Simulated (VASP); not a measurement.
FeSi (B20) is relaxed at rising pressure, each step from the one before. Symmetry mostly holds the structure type, and other phases were not tried. The mesh follows the cell, and a change of mesh leaves a small step in the series.

Given:

```yaml
crystal:
  lattice:
    - [4.44682, 0.00000, 0.00000]
    - [0.00000, 4.44682, 0.00000]
    - [0.00000, 0.00000, 4.44682]
  atoms:
    - { symbol: Fe, position: [0.86339, 0.63661, 0.36339] }
    - { symbol: Fe, position: [0.36339, 0.86339, 0.63661] }
    - { symbol: Fe, position: [0.13661, 0.13661, 0.13661] }
    - { symbol: Fe, position: [0.63661, 0.36339, 0.86339] }
    - { symbol: Si, position: [0.15907, 0.34093, 0.65907] }
    - { symbol: Si, position: [0.65907, 0.15907, 0.34093] }
    - { symbol: Si, position: [0.84093, 0.84093, 0.84093] }
    - { symbol: Si, position: [0.34093, 0.65907, 0.15907] }
```

Calculation: PBE GGA, VASP's PBE PAW potentials (set 64) (plane waves; VASP). Run with 500 eV cut-off, 5×5×5 Γ-centred mesh, Gaussian smearing of 0.050 eV, potentials Fe Si.

```json
[
 {"P (GPa)": "0", "V (Å³/atom)": "10.99", "H − H(0) (eV/atom)": "0.000", "space group": "P2_13", "k-mesh": "5×5×5"},
 {"P (GPa)": "5", "V (Å³/atom)": "10.76", "H − H(0) (eV/atom)": "0.340", "space group": "P2_13", "k-mesh": "5×5×5"},
 {"P (GPa)": "10", "V (Å³/atom)": "10.55", "H − H(0) (eV/atom)": "0.672", "space group": "P2_13", "k-mesh": "5×5×5"},
 {"P (GPa)": "20", "V (Å³/atom)": "(withheld)", "H − H(0) (eV/atom)": "(withheld)", "space group": "P2_13", "k-mesh": "5×5×5"},
 {"P (GPa)": "30", "V (Å³/atom)": "(withheld)", "H − H(0) (eV/atom)": "(withheld)", "space group": "P2_13", "k-mesh": "5×5×5"},
 {"P (GPa)": "45", "V (Å³/atom)": "9.51", "H − H(0) (eV/atom)": "2.854", "space group": "P2_13", "k-mesh": "5×5×5"}
]
```

Complete the blanks.

- 30, V (Å³/atom): 9.89
- 30, H − H(0) (eV/atom): 1.946
- 20, V (Å³/atom): 10.20
- 20, H − H(0) (eV/atom): 1.320

Pressures at which the relaxation failed are left out.

The compound is FeSi in the B20 structure. The run is not spin-polarised, so no magnetic state was tried.
